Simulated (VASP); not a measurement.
Output of a VASP run:

**OSZICAR**
```
...
DAV:   2     0.370242950465E+01   -0.47029E+03   -0.46229E+03   584   0.500E+02
DAV:   3    -0.402338686212E+02   -0.43936E+02   -0.43886E+02   696   0.148E+02
DAV:   4    -0.424133784617E+02   -0.21795E+01   -0.21786E+01   688   0.283E+01
DAV:   5    -0.424913120753E+02   -0.77934E-01   -0.77932E-01   656   0.396E+00    0.241E+01
DAV:   6    -0.310962818786E+02    0.11395E+02   -0.79171E+01   760   0.791E+01    0.104E+01
DAV:   7    -0.311023884591E+02   -0.61066E-02   -0.12268E+01   616   0.263E+01    0.671E+00
DAV:   8    -0.309155401339E+02    0.18685E+00   -0.93502E-01   656   0.950E+00    0.299E+00
DAV:   9    -0.309390004005E+02   -0.23460E-01   -0.25618E-01   640   0.409E+00    0.114E+00
DAV:  10    -0.309277665794E+02    0.11234E-01   -0.72494E-02   616   0.289E+00    0.436E-01
DAV:  11    -0.309265993958E+02    0.11672E-02   -0.69540E-03   688   0.700E-01    0.523E-02
DAV:  12    -0.309265916649E+02    0.77309E-05   -0.48734E-04   608   0.191E-01    0.288E-02
DAV:  13    -0.309265794840E+02    0.12181E-04   -0.11620E-04   688   0.102E-01    0.148E-02
DAV:  14    -0.309265801846E+02   -0.70066E-06   -0.13578E-05   576   0.363E-02    0.557E-03
DAV:  15    -0.309265798610E+02    0.32369E-06   -0.40030E-06   504   0.191E-02
   1 F= -.30926580E+02 E0= -.30926580E+02  d E =-.309266E+02
       N       E                     dE             d eps       ncg     rms          rms(c)
DAV:   1    -0.318019727229E+02   -0.87539E+00   -0.25422E+01   560   0.514E+01    0.763E+00
DAV:   2    -0.310349064187E+02    0.76707E+00   -0.31659E+00   568   0.169E+01    0.268E+00
DAV:   3    -0.309465503863E+02    0.88356E-01   -0.10557E+00   528   0.602E+00    0.159E+00
DAV:   4    -0.309128371563E+02    0.33713E-01   -0.25460E-01   672   0.395E+00    0.470E-01
DAV:   5    -0.309179619039E+02   -0.51247E-02   -0.33964E-02   696   0.116E+00    0.360E-01
DAV:   6    -0.309218260197E+02   -0.38641E-02   -0.13314E-02   576   0.613E-01    0.257E-01
DAV:   7    -0.309236163541E+02   -0.17903E-02   -0.58258E-03   664   0.441E-01    0.478E-02
DAV:   8    -0.309236593620E+02   -0.43008E-04   -0.30230E-04   520   0.103E-01    0.422E-02
DAV:   9    -0.309236563989E+02    0.29631E-05   -0.86173E-05   576   0.745E-02    0.982E-03
DAV:  10    -0.309236578477E+02   -0.14488E-05   -0.51475E-06   512   0.173E-02    0.137E-03
DAV:  11    -0.309236578512E+02   -0.35120E-08   -0.47045E-07   272   0.547E-03
   2 F= -.30923658E+02 E0= -.30923658E+02  d E =0.292201E-02
       N       E                     dE             d eps       ncg     rms          rms(c)
DAV:   1    -0.311911914662E+02   -0.26753E+00   -0.68546E+00   560   0.260E+01    0.396E+00
DAV:   2    -0.309796278342E+02    0.21156E+00   -0.76577E-01   560   0.798E+00    0.135E+00
DAV:   3    -0.309512033127E+02    0.28425E-01   -0.19380E-01   552   0.277E+00    0.350E-01
DAV:   4    -0.309514173219E+02   -0.21401E-03   -0.35568E-02   648   0.102E+00    0.303E-01
DAV:   5    -0.309521634378E+02   -0.74612E-03   -0.41821E-03   672   0.539E-01    0.173E-01
DAV:   6    -0.309533294504E+02   -0.11660E-02   -0.27883E-03   688   0.280E-01    0.123E-01
DAV:   7    -0.309536759376E+02   -0.34649E-03   -0.77689E-04   648   0.192E-01    0.188E-02
DAV:   8    -0.309536811028E+02   -0.51653E-05   -0.86081E-05   632   0.523E-02    0.193E-02
DAV:   9    -0.309536858036E+02   -0.47008E-05   -0.11468E-05   544   0.265E-02    0.187E-03
DAV:  10    -0.309536857752E+02    0.28386E-07   -0.12013E-06   360   0.628E-03
   3 F= -.30953686E+02 E0= -.30953686E+02  d E =-.271059E-01
```

**OUTCAR**
```
------------------------ aborting loop because EDIFF is reached ----------------------------------------
  FORCE on cell =-STRESS in cart. coord.  units (eV):
  Direction    XX          YY          ZZ          XY          YZ          ZX
  --------------------------------------------------------------------------------------
  Total       -0.0116490     -0.0116490     -0.0116490      0.0000000     -0.0000000      0.0000000
  in kB       -0.2871415     -0.2871415     -0.2871415      0.0000000     -0.0000000      0.0000000
  external PRESSURE =      -0.2871415 kB  Pullay stress =       0.0000000 kB
  volume of cell :       65.00
      direct lattice vectors                 reciprocal lattice vectors
     4.020698315 -0.000000000  0.000000000     0.248713015  0.000000000  0.000000000
     0.000000000  4.020698315 -0.000000000     0.000000000  0.248713015  0.000000000
    -0.000000000 -0.000000000  4.020698315    -0.000000000  0.000000000  0.248713015
 POSITION                                       TOTAL-FORCE (eV/Angst)
 -----------------------------------------------------------------------------------
      0.00000      0.00000      0.00000         0.000000      0.000000      0.000000
      2.01035      2.01035      2.01035        -0.000000     -0.000000      0.000000
      2.01035     -0.00000      2.01035        -0.000000     -0.000000      0.000000
     -0.00000      2.01035      2.01035        -0.000000     -0.000000      0.000000
      2.01035      2.01035      0.00000         0.000000      0.000000      0.000000
 -----------------------------------------------------------------------------------
    total drift:                                0.000000      0.000000     -0.000000
  FREE ENERGIE OF THE ION-ELECTRON SYSTEM (eV)
  ---------------------------------------------------
  free  energy   TOTEN  =       -30.9536857752 eV

  energy  without entropy=      -30.9536857752  energy(sigma->0) =      -30.95368578

 reached required accuracy - stopping structural energy minimisation
```
(Selected blocks of OUTCAR.)

File POSCAR:
```
BaTiO3
1
    3.9837729775    -0.0000000000     0.0000000000
    0.0000000000     3.9837729775    -0.0000000000
    0.0000000000    -0.0000000000     3.9837729775
Ba Ti O
1 1 3
Direct
  0.0000000000   0.0000000000   0.0000000000
  0.5000000000   0.5000000000   0.5000000000
  0.5000000000   0.0000000000   0.5000000000
  0.0000000000   0.5000000000   0.5000000000
  0.5000000000   0.5000000000   0.0000000000
```

### Question
Reconstruct the remaining input files.

### Answer
Several could match; the one computed here: the input of the run itself, optB88-vdW, plane waves, VASP's PBE PAW potentials (set 64).

INCAR:
```
SYSTEM = BaTiO3
PREC = Accurate; ENCUT = 520; LREAL = .FALSE.
LASPH = .TRUE.
EDIFF = 1E-6; NELM = 100; ALGO = Normal
LMAXMIX = 4
ISMEAR = 0; SIGMA = 0.05
GGA = BO; LUSE_VDW = .TRUE.; AGGAC = 0.0
PARAM1 = 0.1833333333; PARAM2 = 0.22
IBRION = 2; NSW = 60; ISIF = 3
EDIFFG = -0.02
LWAVE = .FALSE.; LCHARG = .FALSE.
```

KPOINTS:
```
K-points
0
gamma
  5 5 5
```

POTCAR, in this order: Ba_sv Ti_sv O (PBE.64 set). Program: vasp_std.

Energy and stress use the plane-wave basis of the starting cell.

The compound is BaTiO3 in the cubic perovskite structure, the ideal cubic form; the compound distorts at low or room temperature. This run relaxes it. Symmetry was kept, so distortions that lower it aren't found.
